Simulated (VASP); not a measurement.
Output of a VASP run:

**OSZICAR**
```
       N       E                     dE             d eps       ncg     rms          rms(c)
DAV:   1     0.368019516508E+02    0.36802E+02   -0.67330E+03  1472   0.917E+02
DAV:   2    -0.114966432926E+02   -0.48299E+02   -0.45810E+02  1688   0.179E+02
DAV:   3    -0.139713621959E+02   -0.24747E+01   -0.24184E+01  1720   0.323E+01
DAV:   4    -0.140291681741E+02   -0.57806E-01   -0.57727E-01  1852   0.555E+00
DAV:   5    -0.140303613481E+02   -0.11932E-02   -0.12024E-02  1808   0.616E-01    0.346E+01
DAV:   6    -0.135586699913E+02    0.47169E+00   -0.12773E+00  1508   0.609E+00    0.226E+01
DAV:   7    -0.135384168350E+02    0.20253E-01   -0.40569E-01  1652   0.382E+00    0.180E+00
DAV:   8    -0.135191466641E+02    0.19270E-01   -0.11597E-01  1456   0.195E+00    0.330E-01
DAV:   9    -0.135191544020E+02   -0.77378E-05   -0.34230E-03  1596   0.486E-01    0.908E-02
DAV:  10    -0.135191704350E+02   -0.16033E-04   -0.31681E-04  1608   0.998E-02    0.622E-02
DAV:  11    -0.135191729805E+02   -0.25455E-05   -0.45485E-05  1720   0.422E-02    0.137E-02
DAV:  12    -0.135191729149E+02    0.65659E-07   -0.18631E-06  1608   0.107E-02    0.417E-03
DAV:  13    -0.135191726112E+02    0.30366E-06   -0.21958E-07  1504   0.353E-03    0.137E-03
DAV:  14    -0.135191724768E+02    0.13441E-06   -0.33349E-08   884   0.130E-03    0.858E-04
DAV:  15    -0.135191724293E+02    0.47491E-07   -0.91493E-09   820   0.593E-04
   1 F= -.13519172E+02 E0= -.13519172E+02  d E =0.000000E+00
```

### OUTCAR
```
------------------------ aborting loop because EDIFF is reached ----------------------------------------
  FORCE on cell =-STRESS in cart. coord.  units (eV):
  Direction    XX          YY          ZZ          XY          YZ          ZX
  --------------------------------------------------------------------------------------
  Total       -0.0253492     -0.0253492     -0.0253492      0.0000000      0.0000000     -0.0000000
  in kB       -0.6301256     -0.6301256     -0.6301256      0.0000000      0.0000000     -0.0000000
  external PRESSURE =      -0.6301256 kB  Pullay stress =       0.0000000 kB
  volume of cell :       64.45
      direct lattice vectors                 reciprocal lattice vectors
     0.000000000  3.182288109  3.182288109    -0.157119652  0.157119652  0.157119652
     3.182288109  0.000000000  3.182288109     0.157119652 -0.157119652  0.157119652
     3.182288109  3.182288109  0.000000000     0.157119652  0.157119652 -0.157119652
 POSITION                                       TOTAL-FORCE (eV/Angst)
 -----------------------------------------------------------------------------------
      0.00000      0.00000      0.00000         0.000000      0.000000      0.000000
      1.59114      1.59114      1.59114        -0.000000     -0.000000     -0.000000
 -----------------------------------------------------------------------------------
    total drift:                                0.000000      0.000000      0.000000
  FREE ENERGIE OF THE ION-ELECTRON SYSTEM (eV)
  ---------------------------------------------------
  free  energy   TOTEN  =       -13.5191724293 eV

  energy  without entropy=      -13.5191724293  energy(sigma->0) =      -13.51917243

 total charge

# of ion       s       p       d       tot
------------------------------------------
    1        0.302   6.283   1.641   8.226
    2        1.331   2.144   0.083   3.558
--------------------------------------------------
tot          1.633   8.428   1.723  11.784
```
(Selected blocks of OUTCAR.)

### POSCAR
```
HfTe
1
    0.0000000000     3.1822881090     3.1822881090
    3.1822881090     0.0000000000     3.1822881090
    3.1822881090     3.1822881090     0.0000000000
Hf Te
1 1
Direct
  0.0000000000   0.0000000000   0.0000000000
  0.2500000000   0.2500000000   0.2500000000
```

Q: Reconstruct the remaining input files.

A: One answer among several that fit: the input of the run itself, PBEsol GGA, plane waves, VASP's PBE PAW potentials (set 64).

**INCAR**
```
ALGO=Normal
EDIFF=1E-7
ENCUT=400
GGA=PS
ISIF=2
ISMEAR=-5
LASPH=T
LCHARG=T
LMAXMIX=6
LORBIT=11
LREAL=F
LWAVE=F
NEDOS=601
NELM=100
PREC=Accurate
SYSTEM=HfTe
```

### KPOINTS
```
Automatic mesh
0
Gamma
11 11 11
0 0 0
```

POTCAR, in this order: Hf_pv Te (PBE.64 set). Program: vasp_std.

For a metal the tetrahedron method with Blöchl corrections gives inexact stress and forces.

The structure was generated: HfTe was put into the zinc blende type (F-43m), which need not be its known phase. It was relaxed first, which changed the volume by -32 %.
